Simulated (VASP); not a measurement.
Calculation: PBE0 hybrid, VASP's PBE PAW potentials (set 64) (plane waves; VASP).

A VASP calculation is set up with these files.

KPOINTS:
```
Regular mesh
0
G
 6 6 6
0 0 0
```

### POSCAR
```
AgCl
2.7749170
  0.0000000000   0.9999999015   0.9999999015
  0.9999999015   0.0000000000   0.9999999015
  0.9999999015   0.9999999015   0.0000000000
Ag Cl
1 1
Cartesian
  0.0000000000   0.0000000000   0.0000000000
  0.9999999015   0.9999999015   0.9999999015
```

### INCAR
```
# general
SYSTEM   = AgCl
PREC     = Accurate
ENCUT    = 520
LREAL    = .FALSE.
LASPH    = .TRUE.
ISYM     = 3

# electronic loop
EDIFF    = 1E-6   # SCF stop (eV)
NELM     = 60
ALGO     = Normal   # blocked Davidson
LMAXMIX  = 4

# smearing
ISMEAR   = 0   # Gaussian
SIGMA    = 0.05   # width (eV)

# functional
GGA      = PE   # PBE
LHFCALC  = .TRUE.
AEXX     = 0.25
HFRCUT   = -1
PRECFOCK = Fast

# ions
ISIF     = 2   # forces and stress, cell fixed

# output
LWAVE    = .FALSE.
LCHARG   = .FALSE.
```

POTCAR, in this order: Ag Cl (PBE.64 set). Program: vasp_std. Read from the step before: WAVECAR.

Output of the run:

**OUTCAR**
```
 ion  position               nearest neighbor table
   1  0.000  0.000  0.000-   2 2.77   2 2.77   2 2.77   2 2.77   2 2.77   2 2.77
   2  0.500  0.500  0.500-   1 2.77   1 2.77   1 2.77   1 2.77   1 2.77   1 2.77
  LATTYP: Found a face centered cubic cell.
 ALAT       =     5.5498334536
 Subroutine PRICEL returns:
 Original cell was already a primitive cell.
 Subroutine GETGRP returns: Found 48 space group operations
The static configuration has the point symmetry O_h .
The dynamic configuration has the point symmetry O_h .
 Subroutine INISYM returns: Found 48 space group operations
 Subroutine IBZKPT returns following result:
 Found     16 irreducible k-points:

 Following reciprocal coordinates:
            Coordinates               Weight
  0.000000  0.000000  0.000000      1.000000
  0.166667  0.000000  0.000000      8.000000
  0.333333  0.000000  0.000000      8.000000
  0.500000  0.000000  0.000000      4.000000
  0.166667  0.166667  0.000000      6.000000
  0.333333  0.166667  0.000000     24.000000
  0.500000  0.166667  0.000000     24.000000
 -0.333333  0.166667  0.000000     24.000000
 -0.166667  0.166667  0.000000     12.000000
...
```

### OSZICAR
```
       N       E                     dE             d eps       ncg     rms          rms(c)
DAV:   1    -0.718536013803E+01   -0.71854E+01   -0.42797E-01   421   0.815E+00    0.106E+00
DAV:   2    -0.718888016710E+01   -0.35200E-02   -0.53468E-02   436   0.312E+00    0.907E-01
DAV:   3    -0.718786209414E+01    0.10181E-02   -0.82644E-03   466   0.122E+00    0.591E-01
DAV:   4    -0.718790521193E+01   -0.43118E-04   -0.75178E-04   436   0.274E-01    0.353E-01
DAV:   5    -0.718789163214E+01    0.13580E-04   -0.43081E-05   426   0.793E-02    0.207E-01
DAV:   6    -0.718789036919E+01    0.12630E-05   -0.18473E-05   431   0.405E-02    0.125E-01
DAV:   7    -0.718788965002E+01    0.71917E-06   -0.18016E-06   341   0.138E-02
   1 F= -.71878897E+01 E0= -.71878897E+01  d E =-.752544E-16
```

### OUTCAR
```
------------------------ aborting loop because EDIFF is reached ----------------------------------------
  FORCE on cell =-STRESS in cart. coord.  units (eV):
  Direction    XX          YY          ZZ          XY          YZ          ZX
  --------------------------------------------------------------------------------------
  Total        0.2573240      0.2573240      0.2573240     -0.0000000      0.0000000     -0.0000000
  in kB        9.6474180      9.6474180      9.6474180     -0.0000000      0.0000000     -0.0000000
  external PRESSURE =       9.6474180 kB  Pullay stress =       0.0000000 kB
  volume of cell :       42.73
      direct lattice vectors                 reciprocal lattice vectors
     0.000000000  2.774916727  2.774916727    -0.180185587  0.180185587  0.180185587
     2.774916727  0.000000000  2.774916727     0.180185587 -0.180185587  0.180185587
     2.774916727  2.774916727  0.000000000     0.180185587  0.180185587 -0.180185587
  FREE ENERGIE OF THE ION-ELECTRON SYSTEM (eV)
  ---------------------------------------------------
  free  energy   TOTEN  =        -7.1878896500 eV

  energy  without entropy=       -7.1878896500  energy(sigma->0) =       -7.18788965

  exchange ACFDT corr.  =         0.00000000  see jH, gK, PRB 81, 115126
```
(Selected blocks of OUTCAR.)

The compound is AgCl in the rock salt structure. This cell is one point of a volume scan, at 0.97 of the reference volume. The cell's shape comes from a PBE relaxation.
